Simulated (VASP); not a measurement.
```
Lu
1.0
    1.75000    -3.03109     0.00000
    1.75000     3.03109     0.00000
    0.00000     0.00000     5.55000
Lu
2
Direct
  0.33333   0.66667   0.25000
  0.66667   0.33333   0.75000
```

Computed with rev-vdW-DF2, VASP's PBE PAW potentials (set 64) (plane waves; VASP). Run with 520 eV cut-off, 11×11×6 Γ-centred mesh, first-order Methfessel-Paxton smearing of 0.10 eV, potentials Lu_3.

Energy and stress use the plane-wave basis of the starting cell.

**Question.** The ions, cell shape and volume are relaxed. Predict the relaxed structure.

**Answer.** 
```
Lu
1.0
    1.73610    -3.00701     0.00000
    1.73610     3.00701     0.00000
    0.00000     0.00000     5.40497
Lu
2
Direct
  0.33333   0.66667   0.25000
  0.66667   0.33333   0.75000
```
Space group P6_3/mmc (194), at a tolerance of 0.03 Å.

**Question.** How do energy and volume change from the first to the last step?

**Answer.** The energy (σ→0) changes by -9.1 meV/atom and the volume by -4.2 %, in 11 ionic steps.

The compound is Lu in the hcp structure. This run relaxes it. Symmetry was kept, so distortions that lower it aren't found.
